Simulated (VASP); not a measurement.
# NbSi2: phonons from a supercell, part 3 of 3

Aim: the phonon dispersion and thermal properties of NbSi2. The start is a cell from a database of measured crystal structures.

VASP 6.6.1; PBEsol; plane waves and PAW (Nb_sv, Si).

So far. Step 2 (Relax the host): The run ended after 7 ionic steps, 0.051 eV below its first step, once forces and stress met EDIFFG = -0.03. Step 3 (Tight relaxation): The run ended after 7 ionic steps, 0.001 eV below its first step, once forces and stress met EDIFFG = -0.002.

## (4) Force constants in the supercell

System of this step: NbSi2. Symmetry: P6_222, No. 180, hexagonal system. The conventional cell has a = 4.767 Å, b = 4.767 Å, c = 6.565 Å, α = 90.00°, β = 90.00°, γ = 120.00°. Nearest to Nb lie 10 Si at 2.60 to 2.81 Å. Nb has 10 Si at 2.60 to 2.81 Å nearest. Nearest to Si lie 5 Si at 2.55 to 2.81 Å and 5 Nb at 2.60 to 2.81 Å. Nearest to Si lie 5 Si at 2.55 to 2.81 Å and 5 Nb at 2.60 to 2.81 Å. Farther neighbours are not listed.

Each independent atom is moved by 0.015 Å both ways; the forces give the force constants out to half the supercell.

INCAR

```
SYSTEM = NbSi2
PREC = Accurate
ENCUT = 360
EDIFF = 1E-07
NELM = 120
ISMEAR = 1
SIGMA = 0.2
LREAL = Auto
ALGO = Fast
GGA = PS
NBANDS = 152
LASPH = .TRUE.
LWAVE = .FALSE.
LCHARG = .FALSE.
KPAR = 4
IBRION = 6
NSW = 1
NFREE = 2
POTIM = 0.015
ISIF = 0
ADDGRID = .TRUE.
```

POSCAR

```
NbSi2
1.0
   -7.1511285625      4.1287060005      6.5653061301
    7.1511285625     -4.1287060005      6.5653061301
    2.3837095209      4.1287060005     -6.5653061301
Nb Si
12 24
Direct
    0.3333333334      0.0833333333      0.2500000000
    0.8333333333      0.5833333333      0.2500000000
    0.8333333334      0.0833333333      0.7500000000
    0.3333333334      0.5833333334      0.7500000000
    0.6666666667      0.6666666666      0.5000000000
    0.1666666667      0.1666666667      0.5000000000
    0.1666666667      0.6666666667      0.0000000000
    0.6666666667      0.1666666667      0.0000000000
    0.2500000000      0.5000000000      0.2500000000
    0.7500000000      0.0000000000      0.2500000000
    0.7500000000      0.5000000000      0.7500000000
    0.2500000000      0.0000000000      0.7500000000
    0.1630903804      0.2428474274      0.2392711411
    0.6630903804      0.7428474274      0.2392711411
    0.6630903804      0.2428474274      0.7392711410
    0.1630903804      0.7428474274      0.7392711411
    0.8369096197      0.4964237137      0.5000000000
    0.3369096197      0.9964237137      0.5000000000
    0.3369096197      0.4964237137      0.0000000000
    0.8369096197      0.9964237137      0.0000000000
    0.5904859060      0.6702429530      0.7607288590
    0.0904859060      0.1702429530      0.7607288590
    0.0904859060      0.6702429530      0.2607288589
    0.5904859060      0.1702429530      0.2607288590
    0.5035762864      0.4238192393      0.7607288590
    0.0035762864      0.9238192393      0.7607288590
    0.0035762864      0.4238192393      0.2607288590
    0.5035762864      0.9238192393      0.2607288590
    0.4964237136      0.8369096197      0.5000000000
    0.9964237137      0.3369096197      0.5000000000
    0.9964237137      0.8369096197      0.0000000000
    0.4964237137      0.3369096197      0.0000000000
    0.4095140941      0.3297570470      0.2392711411
    0.9095140941      0.8297570470      0.2392711411
    0.9095140940      0.3297570470      0.7392711410
    0.4095140941      0.8297570470      0.7392711411
```

KPOINTS

```
Automatic mesh
0
Gamma
6 6 6
0 0 0
```

PAW data sets: Nb_sv and Si (PBE family, release 64).

The run is started by

```console
> mpirun -np 4 vasp_std
```

Output:

```text
[banner, memory and clock lines left out]
running    4 mpi-ranks, on    1 nodes
[...]
[... a notice as in an earlier step ...]

 LDA part: xc-table for (Slater+PW92), standard interpolation
 POSCAR, INCAR and KPOINTS ok, starting setup
[...]
entering main loop
       N       E                     dE             d eps       ncg     rms          rms(c)
DAV:   1     0.182490541146E+04    0.18249E+04   -0.10342E+05 14216   0.122E+03
DAV:   2    -0.113428461060E+03   -0.19383E+04   -0.18746E+04 17464   0.458E+02
DAV:   3    -0.287185798838E+03   -0.17376E+03   -0.17025E+03 21056   0.997E+01
DAV:   4    -0.302774496618E+03   -0.15589E+02   -0.15486E+02 24264   0.275E+01
[...]
RMM:  13    -0.293104739615E+03   -0.22976E-02   -0.23738E-02 25037   0.266E-01    0.886E-01
RMM:  14    -0.293104779094E+03   -0.39478E-04   -0.93773E-03 25215   0.174E-01    0.886E-01
RMM:  15    -0.293105665941E+03   -0.88685E-03   -0.57706E-03 25268   0.125E-01    0.902E-01
WARNING in EDDRMM: call to ZHEGV failed, returncode =   8  4     54
WARNING in EDDRMM: call to ZHEGV failed, returncode =   8  4     75
RMM:  16    -0.293101955494E+03    0.37104E-02   -0.38314E-03 23007   0.160E-01    0.622E-01
RMM:  17    -0.293097723012E+03    0.42325E-02   -0.15770E-02 24839   0.289E-01    0.180E-01
RMM:  18    -0.293097727354E+03   -0.43420E-05   -0.36371E-03 24067   0.115E-01    0.135E-01
WARNING in EDDRMM: call to ZHEGV failed, returncode =   8  4     74
RMM:  19    -0.293097977761E+03   -0.25041E-03   -0.45832E-04 22247   0.487E-02    0.153E-01
WARNING in EDDRMM: call to ZHEGV failed, returncode =   8  4     74
WARNING in EDDRMM: call to ZHEGV failed, returncode =   8  4    129
WARNING in EDDRMM: call to ZHEGV failed, returncode =   6  3     86
RMM:  20    -0.293098021096E+03   -0.43335E-04   -0.20213E-04 25141   0.290E-02    0.137E-01
RMM:  21    -0.293097859579E+03    0.16152E-03   -0.34387E-04 23314   0.447E-02    0.613E-02
WARNING in EDDRMM: call to ZHEGV failed, returncode =   8  4     55
WARNING in EDDRMM: call to ZHEGV failed, returncode =   8  4     56
WARNING in EDDRMM: call to ZHEGV failed, returncode =   8  4     52
RMM:  22    -0.293097800643E+03    0.58935E-04   -0.61270E-04 23472   0.470E-02    0.169E-02
WARNING in EDDRMM: call to ZHEGV failed, returncode =   8  4     69
WARNING in EDDRMM: call to ZHEGV failed, returncode =   8  4     57
WARNING in EDDRMM: call to ZHEGV failed, returncode =   8  4     60
WARNING in EDDRMM: call to ZHEGV failed, returncode =   8  4     69
WARNING in EDDRMM: call to ZHEGV failed, returncode =   8  4    123
RMM:  23    -0.293097814371E+03   -0.13727E-04   -0.19024E-04 24179   0.270E-02    0.970E-03
WARNING in EDDRMM: call to ZHEGV failed, returncode =   6  3     85
WARNING in EDDRMM: call to ZHEGV failed, returncode =   8  4     84
[...]
WARNING in EDDRMM: call to ZHEGV failed, returncode =   6  3    112
WARNING in EDDRMM: call to ZHEGV failed, returncode =   8  4     72
WARNING in EDDRMM: call to ZHEGV failed, returncode =   8  4    110
WARNING in EDDRMM: call to ZHEGV failed, returncode =   8  4     75
WARNING in EDDRMM: call to ZHEGV failed, returncode =   6  3    112
WARNING in EDDRMM: call to ZHEGV failed, returncode =   6  3     63
WARNING in EDDRMM: call to ZHEGV failed, returncode =   8  4    106
WARNING in EDDRMM: call to ZHEGV failed, returncode =   6  3     94
WARNING in EDDRMM: call to ZHEGV failed, returncode =   6  3     88
WARNING in EDDRMM: call to ZHEGV failed, returncode =   8  4     91
WARNING in EDDRMM: call to ZHEGV failed, returncode =   8  4    102
WARNING in EDDRMM: call to ZHEGV failed, returncode =   8  4     79
RMM:   7    -0.293096029623E+03   -0.56503E-05   -0.71579E-05 60830   0.189E-02    0.500E-03
 num prob  num prob  num prob  num prob  num prob WARNING in EDDRMM: call to ZHEGV failed, returncode =   8  4    127
 num prob  num prob  num prob  num prob  num prob  num prob  num prob  num prob WARNING in EDDRMM: call to ZHEGV failed, returncode =   8  4    126
WARNING in EDDRMM: call to ZHEGV failed, returncode =   6  3    106
 num prob  num prob  num prob  num prob  num prob WARNING in EDDRMM: call to ZHEGV failed, returncode =   6  3     77
WARNING in EDDRMM: call to ZHEGV failed, returncode =   8  4     82
 num prob WARNING in EDDRMM: call to ZHEGV failed, returncode =   6  3    106
 num prob  num prob WARNING in EDDRMM: call to ZHEGV failed, returncode =   8  4    125
 num prob WARNING in EDDRMM: call to ZHEGV failed, returncode =   6  3    101
WARNING in EDDRMM: call to ZHEGV failed, returncode =   6  3    103
WARNING in EDDRMM: call to ZHEGV failed, returncode =   8  4    125
 num prob  num prob  num prob WARNING in EDDRMM: call to ZHEGV failed, returncode =   8  4     91
RMM:   8    -0.293096034206E+03   -0.45834E-05   -0.46570E-05 60211   0.137E-02    0.185E-03
 num prob  num prob  num prob  num prob  num prob  num prob  num prob  num prob  num prob  num prob  num prob  num prob  num prob  num prob  num prob  num prob  num prob  num prob  num prob  num prob  num prob  num prob  num prob  num prob  num prob  num prob  num prob  num prob  num prob  num prob  num prob  num prob  num prob  num prob  num prob  num prob  num prob  num prob  num prob  num prob  num prob  num prob  [...]
 num prob  num prob  num prob  num prob  num prob  num prob  num prob  num prob  num prob  num prob  num prob  num prob  num prob  num prob  num prob  num prob  num prob  num prob  num prob  num prob  num prob  num prob  num prob  num prob  num prob  num prob  num prob  num prob  num prob  num prob  num prob  num prob  num prob WARNING in EDDRMM: call to ZHEGV failed, returncode =   8  4     54
 num prob  num prob  num prob  num prob  num prob  num prob  num prob WARNING in EDDRMM: call to ZHEGV failed, returncode =   6  3     74
 num prob  num prob  num prob  num prob  num prob  num prob  num prob WARNING in EDDRMM: call to ZHEGV failed, returncode =   8  4    117
 num prob  num prob  num prob  num prob  num prob  num prob  num prob  num prob  num prob  num prob  num prob  num prob  num prob  num prob  num prob  num prob  num prob  num prob  num prob  num prob  num prob  num prob  num prob  num prob  num prob  num prob  num prob  num prob  num prob  num prob  num prob  num prob  num prob  num prob  num prob  num prob  num prob  num prob  num prob  num prob  num prob  num prob  [...]
```

Elapsed: 2.5 h, on 4 MPI ranks of Intel Xeon Platinum 8375C at 2.90GHz (Ice Lake), shared host.

The run was stopped at its time limit, so it gives no result of its own.

## (5) What came out

- result: none

**Reading.** The session ends without its result: «force constants in the supercell» met its time limit.

[Lines on the potential files, build, host, timing and source positions are cut from VASP's logs without a mark.]

[Logs are printed without paths, hosts, clocks, repeated set-up lines and the standing remarks that a program may print on its own settings, such as how far it seeks lower states.]

[Hosts, paths, dates, database ids (printed as entryN), source tags and the programs' standing remarks are cut or masked in the printed files.]

[Runs that stopped without an error message from VASP are left out.]
